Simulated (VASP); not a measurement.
Here is the system:

```
Cu2Te
1.0
    4.25101     0.00000     0.00000
   -2.12551     3.68149     0.00000
    0.00000     0.00000     8.59000
Cu Te
4 2
Direct
  0.66667   0.33333   0.14728
  0.33333   0.66667   0.85272
  0.33333   0.66667   0.14728
  0.66667   0.33333   0.85272
  0.00000   0.00000   0.26288
  0.00000   0.00000   0.73712
```

All values below come from r2SCAN meta-GGA, VASP's PBE PAW potentials (set 64) (plane waves; VASP). Run with 400 eV cut-off, 9×9×4 Γ-centred mesh, tetrahedra with Blöchl corrections, potentials Cu Te.

For a metal the tetrahedron method with Blöchl corrections gives inexact stress and forces. Unless said otherwise, spin-orbit coupling is left out, though it shifts the bands of the heavy elements here.

Task: Predict the energy per atom (σ→0), largest force, band gap (over mesh and band path) with the smallest direct gap where there is one.

Result: 
band gap (over mesh and band path): none (metal, semimetal or under 0.01 eV)
energy per atom (σ→0): -15.613 eV/atom
largest force: 0.065 eV/Å

Only differences to runs with the same potentials and settings are physical.

The structure comes from a computed database's Cu2Te entry (P6/mmm); how it stands against other phases isn't given here. It was relaxed first.
